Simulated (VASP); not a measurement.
Consider the following.

```
CELL_PARAMETERS angstrom
      2.88000     0.00000     0.00000
      0.00000     2.88000     0.00000
      0.00000     0.00000     2.88000
ATOMIC_POSITIONS crystal
  Ga 0.50000 0.50000 0.50000
  Co 0.00000 0.00000 0.00000
```

Level of theory: optB86b-vdW, VASP's PBE PAW potentials (set 64) (plane waves; VASP). Settings: 520 eV cut-off, 11×11×11 Γ-centred mesh, first-order Methfessel-Paxton smearing of 0.10 eV, potentials Ga_d Co.

Energy and stress use the plane-wave basis of the starting cell.

### Question
The ions, cell shape and volume are relaxed. Give the cell that the relaxation ends in.

### Answer

```
CELL_PARAMETERS angstrom
      2.85627     0.00000     0.00000
      0.00000     2.85627     0.00000
      0.00000     0.00000     2.85627
ATOMIC_POSITIONS crystal
  Ga 0.50000 0.50000 0.50000
  Co 0.00000 0.00000 0.00000
```
Space group Pm-3m (221), at a tolerance of 0.03 Å.

### Question
How do energy and volume change from the first to the last step?

### Answer
The energy (σ→0) changes by -4.2 meV/atom and the volume by -2.5 %, in 3 ionic steps.

| step | E(σ→0) (eV) | max force (eV/Å) | pressure (GPa) | volume (Å³) |
|---|---|---|---|---|
| 1 | -4.8533 | 0.000 | -4.48 | 23.89 |
| 2 | -4.8539 | 0.000 | 4.65 | 22.75 |
| 3 | -4.8617 | 0.000 | -0.03 | 23.30 |

The compound is CoGa in the CsCl type structure. This run relaxes it. Symmetry was kept, so distortions that lower it aren't found. The run is not spin-polarised, so no magnetic state was tried.
